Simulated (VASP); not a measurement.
Runs of VASP 6.6.1 on GaSn. The structure is orthorhombic, space group Fmmm (No. 69). The conventional cell has a = 5.459 Å, b = 5.806 Å, c = 6.196 Å, α = 90.00°, β = 90.00°, γ = 90.00°. Ga (site symmetry mmm) has 6 Sn at 2.73 to 3.10 Å as nearest neighbours. Sn (site symmetry mmm) is surrounded by 6 Ga at 2.73 to 3.10 Å. The cell was built by a generator and needn't be a form met in nature.

```tsv
level	potentials or basis	gap on the mesh (eV)	pressure (GPa)	relaxed volume (Å³/atom)
optB88-vdW	VASP PAW PBE potentials, release 64 (Ga_d, Sn_d)	none	0.0	24.53
RPBE	VASP PAW PBE potentials, release 64 (Ga_d, Sn_d)	none	0.0	(b)
r2SCAN	VASP PAW PBE potentials, release 64 (Ga_d, Sn_d)	none	0.0	23.53
LDA	VASP PAW LDA potentials, release 64 (Ga_d, Sn_d)	none	0.0	(d)
BLYP	VASP PAW PBE potentials, release 64 (Ga_d, Sn_d)	none	-0.1	(c)
PBEsol	VASP PAW PBE potentials, release 64 (Ga_d, Sn_d)	none	-0.1	(a)
rev-vdW-DF2	VASP PAW PBE potentials, release 64 (Ga_d, Sn_d)	none	0.0	24.03
vdW-DF-cx	VASP PAW PBE potentials, release 64 (Ga_d, Sn_d)	none	0.0	23.32
PBE	VASP PAW PBE potentials, release 64 (Ga_d, Sn_d)	none	0.0	24.49
AM05	VASP PAW PBE potentials, release 64 (Ga_d, Sn_d)	none	0.0	23.06
revPBE	VASP PAW PBE potentials, release 64 (Ga_d, Sn_d)	none	0.0	25.12
PW91	VASP PAW PBE potentials, release 64 (Ga_d, Sn_d)	none	0.0	24.50
```

Alike in all rows: task relaxation of cell and atoms; no spin polarisation; cell relaxed; k mesh 8 × 8 × 8; cutoff (eV) 600; smearing fermi-dirac 0.05 eV.

Problem. Fill in the values left out.

Solution. (a) 23.09; (b) 25.37; (c) 26.98; (d) 22.42.

Caveats: the PAW data sets were made with another functional, which shifts forces and pressure a little (some runs).

A k mesh can miss the band edges, and the runs leave out spin-orbit coupling on Ga, Sn.

A gap of «none» marks a metal or a gap under the smearing width.
